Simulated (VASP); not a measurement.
A run of VASP 6.6.1 is set up as follows.

Contents of INCAR:

```
SYSTEM = Cs3ScGe2O8
ALGO = Fast
EDIFF = 1E-7
ENCUT = 520
GGA = PE
ISIF = 2
ISMEAR = 1
LASPH = .TRUE.
LCHARG = .FALSE.
LREAL = .FALSE.
LWAVE = .FALSE.
NBANDS = 70
NELM = 100
PREC = Accurate
SIGMA = 0.15
```

Contents of KPOINTS:

```
k-points
0
G
  3 3 2
  0 0 0
```

POSCAR

```
Cs3ScGe2O8
1.0
    6.0209320000     -0.1825540000     -0.0967050000
   -3.1685620000      5.3332540000      0.2304150000
   -0.1254090000      0.2726270000      8.0786830000
Sc Ge O Cs
1 2 8 3
Direct
   -0.0032453441      0.0021418907      0.5024861893
    0.6623833730      0.3277401602      0.7427555376
    0.3265973860      0.6666300663      0.2559621455
    0.7027969061      0.3433123894      0.9526173574
    0.3250085630      0.6615379833      0.0410763337
    0.3198623437      0.1455453444      0.6515160277
    0.8178447541      0.1704393252      0.6504404121
    0.8314692035      0.6757344808      0.6714903740
    0.1613693590      0.3227553729      0.3417021741
    0.1877121911      0.8342762060      0.3324677990
    0.6531094555      0.7981693989      0.3363665523
    0.6713326660      0.3329841148      0.3140246610
    0.3248082105      0.6659327687      0.6938727116
    0.9910967987      0.9973932953      1.0004141318
```

Potentials or basis: VASP PAW PBE potentials, release 64 (Sc_sv, Ge_d, O, Cs_sv).

Command:

```console
$ cat potpaw_PBE.64/Sc_sv/POTCAR potpaw_PBE.64/Ge_d/POTCAR potpaw_PBE.64/O/POTCAR potpaw_PBE.64/Cs_sv/POTCAR > POTCAR
$ mpirun -np 1 vasp_std > vasp.out
```

Q: Estimate the largest force.

A: 2.098 eV/Å.

Q: Estimate the pressure.

A: -1.0 GPa.

Q: Estimate the band gap on the k mesh.

A: None (metal or under the smearing width).

Forces in eV/Å, atoms in the order of the input:
```
Sc  -0.248 -0.160 -0.088
Ge  -0.212 -0.005 -2.087
Ge   0.433 -0.740  0.806
O   -0.159 -0.382  0.466
O   -0.032  0.101  0.217
O    1.199  1.147  0.721
O   -0.580  0.451  0.210
O   -0.089 -1.441 -0.342
O   -0.219  1.095 -0.239
O   -0.083 -0.362  0.220
O    0.004  0.495  0.415
Cs  -0.213  0.002 -0.451
Cs   0.173 -0.202  0.154
Cs   0.025  0.002  0.000
```

Caveat: the k mesh is coarse (spacing up to 0.41 Å⁻¹), so the values aren't converged; forces of over 1 eV/Å show positions far from the minimum, so gaps and moduli don't describe the material at rest. Spin-orbit coupling is left out, which matters for the levels of Cs.
